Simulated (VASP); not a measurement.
SnO, 4 atoms in the cell. Symmetry: P4/nmm, No. 129, tetragonal system. Conventional cell: a = 3.799 Å, b = 3.799 Å, c = 4.841 Å, α = 90.00°, β = 90.00°, γ = 90.00°. Sn (site symmetry 4mm) has 4 O at 2.22 Å as nearest neighbours. O (site symmetry -4m2) is surrounded by 4 Sn at 2.22 Å. 

```yaml
Program: VASP 6.6.1
Task: relaxation of cell and atoms
Functional: PBE
Potentials_or_basis: VASP PAW PBE potentials, release 64 (Sn_d, O)
Cutoff: 600 eV
k_mesh: 8 × 8 × 6
Occupations: gaussian, width 0.03 eV
Spin: no spin polarisation
Further_INCAR_settings: ALGO = Normal; EDIFF = 1e-06; IBRION = 2; EDIFFG = -0.01; NSW = 90; ISIF = 3
```

Potentials or basis: VASP PAW PBE potentials, release 64 (Sn_d, O).

The run is started by

```bash
$ cat potpaw_PBE.64/Sn_d/POTCAR potpaw_PBE.64/O/POTCAR > POTCAR
$ mpirun -np 1 vasp_std > vasp.out
```

Hardware: 1 thread of Intel(R) Xeon(R) 6975P-C (Granite Rapids) (shared host).

**Question.** Estimate the wall time of this run.

**Answer.** Run time: 6.4 min on 1 thread of Intel(R) Xeon(R) 6975P-C (Granite Rapids), on a shared host, peak memory 0.26 GiB. Counts: scf iterations 121, k points 60, ion steps 16.
